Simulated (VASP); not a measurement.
Input of a VASP 6.6.1 run:

INCAR

```
  ALGO = Normal
  EDIFF = 1E-6
  EDIFFG = -0.01
  ENCUT = 600
  IBRION = 2
  ISIF = 3
  ISMEAR = 0
  LASPH = True
  LCHARG = False
  LMIXTAU = True
  LREAL = False
  LWAVE = False
  METAGGA = R2SCAN
  NELM = 80
  NSW = 90
  PREC = Accurate
  PSTRESS = 120.0
  SIGMA = 0.03
```

Contents of KPOINTS:

```
k-points
0
Gamma
  12 12 12
```

The input POSCAR:

```
MgO
1.0
    0.0000000000      2.1085000000      2.1085000000
    2.1085000000      0.0000000000      2.1085000000
    2.1085000000      2.1085000000      0.0000000000
Mg O
1 1
Direct
    0.0000000000      0.0000000000      0.0000000000
    0.5000000000      0.5000000000      0.5000000000
```

Potentials or basis: VASP PAW PBE potentials, release 64 (Mg, O).

Launch:

```console
$ cat potpaw_PBE.64/Mg/POTCAR potpaw_PBE.64/O/POTCAR > POTCAR
$ mpirun -np 1 vasp_std > vasp.out
```

Question: Predict the relaxed volume.

Answer: 8.66 Å³/atom.

Question: Predict the space group after relaxing (to 0.05 Å).

Answer: Fm-3m (No. 225).

Step by step:
```tsv
step	energy change (eV)	largest force (eV/Å)	pressure (GPa)	volume (Å³)
1	0.0000	0.0000	-2.83	18.75
2	0.1286	0.0000	23.95	16.49
3	0.0359	0.0000	11.94	17.33
```

Caveat: the cell is relaxed towards a set pressure, so the enthalpy falls and the energy may rise; the PAW data sets were made with another functional, which shifts forces and pressure a little.
